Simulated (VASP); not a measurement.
OSZICAR of a VASP run on CdS (relaxed from the wurtzite structure, space group P6_3mc):

### OSZICAR
```
       N       E                     dE             d eps       ncg     rms          rms(c)
DAV:   1     0.166417774615E+03    0.16642E+03   -0.15773E+04   616   0.125E+03
DAV:   2    -0.576163110294E+02   -0.22403E+03   -0.21814E+03   694   0.336E+02
DAV:   3    -0.696257798867E+02   -0.12009E+02   -0.11972E+02   754   0.788E+01
DAV:   4    -0.697499086275E+02   -0.12413E+00   -0.12408E+00   700   0.809E+00
DAV:   5    -0.697519767059E+02   -0.20681E-02   -0.20680E-02   754   0.994E-01    0.110E+01
DAV:   6    -0.626328649244E+02    0.71191E+01   -0.73494E+00   694   0.377E+01    0.121E+01
DAV:   7    -0.604190153936E+02    0.22138E+01   -0.85530E-01   628   0.932E+00    0.883E+00
DAV:   8    -0.614107597047E+02   -0.99174E+00   -0.62113E-01   616   0.804E+00    0.106E+00
DAV:   9    -0.584026383862E+02    0.30081E+01   -0.12220E+00   652   0.770E+00    0.112E+00
DAV:  10    -0.588691823659E+02   -0.46654E+00   -0.14948E-01   640   0.288E+00    0.812E-01
DAV:  11    -0.588662176896E+02    0.29647E-02   -0.19061E-03   760   0.327E-01    0.811E-01
DAV:  12    -0.589078915328E+02   -0.41674E-01   -0.14980E-03   664   0.281E-01    0.698E-01
DAV:  13    -0.593679340969E+02   -0.46004E+00   -0.48585E-01   658   0.426E+00    0.664E-01
DAV:  14    -0.593608740894E+02    0.70600E-02   -0.17537E-02   712   0.922E-01    0.520E-01
DAV:  15    -0.593497524701E+02    0.11122E-01   -0.51491E-03   628   0.597E-01    0.269E-01
DAV:  16    -0.593766260482E+02   -0.26874E-01   -0.29951E-02   616   0.113E+00    0.289E-01
DAV:  17    -0.593765033178E+02    0.12273E-03   -0.21242E-03   706   0.349E-01    0.320E-01
DAV:  18    -0.593771040609E+02   -0.60074E-03   -0.13575E-04   700   0.109E-01    0.388E-01
DAV:  19    -0.593751615631E+02    0.19425E-02   -0.16994E-03   622   0.266E-01    0.210E-01
DAV:  20    -0.593758503478E+02   -0.68878E-03   -0.22873E-03   616   0.296E-01    0.471E-02
DAV:  21    -0.593758309318E+02    0.19416E-04   -0.20845E-04   730   0.116E-01    0.562E-02
DAV:  22    -0.593758040609E+02    0.26871E-04   -0.94223E-06   658   0.320E-02    0.503E-02
DAV:  23    -0.593759310389E+02   -0.12698E-03   -0.25234E-05   628   0.394E-02    0.434E-02
DAV:  24    -0.593759579352E+02   -0.26896E-04   -0.20799E-05   712   0.322E-02    0.140E-02
DAV:  25    -0.593759589269E+02   -0.99170E-06   -0.52921E-06   616   0.164E-02
   1 F= -.59375959E+02 E0= -.59375959E+02  d E =-.593760E+02
```

Problem. Which electronic solver shows in the log?

Solution. It is blocked Davidson (ALGO = Normal, or the opening steps of other solvers). The INCAR had ALGO = Normal.

Problem. Can the final energy be trusted as converged?

Solution. The calculation finished and met its thresholds. It stopped with EDIFF = 1E-6, NELM = 100, NSW = 60 and EDIFFG = -0.02 after 1 ionic step (r2SCAN meta-GGA, plane waves, VASP's PBE PAW potentials (set 64)).

The structure was generated: CdS was put into the wurtzite type (P6_3mc), which need not be its known phase. It was relaxed first, which changed the volume by +7 %. The start is the result of an earlier pass.
